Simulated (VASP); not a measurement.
All values below come from PBE GGA, VASP's PBE PAW potentials (set 64) (plane waves; VASP).

VASP ran on this input.

File POSCAR:
```
AsAu3
1
    0.0000000000     3.4412440000     3.4412440000
    3.4412440000     0.0000000000     3.4412440000
    3.4412440000     3.4412440000     0.0000000000
As Au
1 3
Direct
  0.0000000000   0.0000000000   0.0000000000
  0.5000000000   0.5000000000   0.5000000000
  0.2500000000   0.2500000000   0.2500000000
  0.7500000000   0.7500000000   0.7500000000
```

File KPOINTS:
```
Automatic mesh
0
Monkhorst-Pack
7 7 7
0 0 0
```

### INCAR
```
SYSTEM=AsAu3
PREC=Accurate; ENCUT=400; LREAL=.FALSE.
LASPH=.TRUE.
EDIFF=1E-6; NELM=100; ALGO=Normal
LMAXMIX=6
ISMEAR=0; SIGMA=0.05
GGA=PE
ISIF=2
LWAVE=.FALSE.; LCHARG=.FALSE.
```

POTCAR, in this order: As Au (PBE.64 set). Program: vasp_std.

### Question
What will the output report for the number of irreducible k-points (NKPTS), number of bands (NBANDS), largest plane-wave count, number of space-group operations, FFT grid (NGX, NGY, NGZ)?

### Answer

```json
{
  "number of irreducible k-points (NKPTS)": "20",
  "number of bands (NBANDS)": "23",
  "largest_plane_wave_count": "1494",
  "number_of_space_group_operations": "48",
  "FFT grid (NGX, NGY, NGZ)": "32 × 32 × 32"
}
```

The structure was generated: AsAu3 was put into the D03 type (Fm-3m), which need not be its known phase. The cell was not relaxed at this level. The run is one of a series of settings (KPOINTS 7×7×7 Monkhorst-Pack mesh against the base run), some of them coarse on purpose.
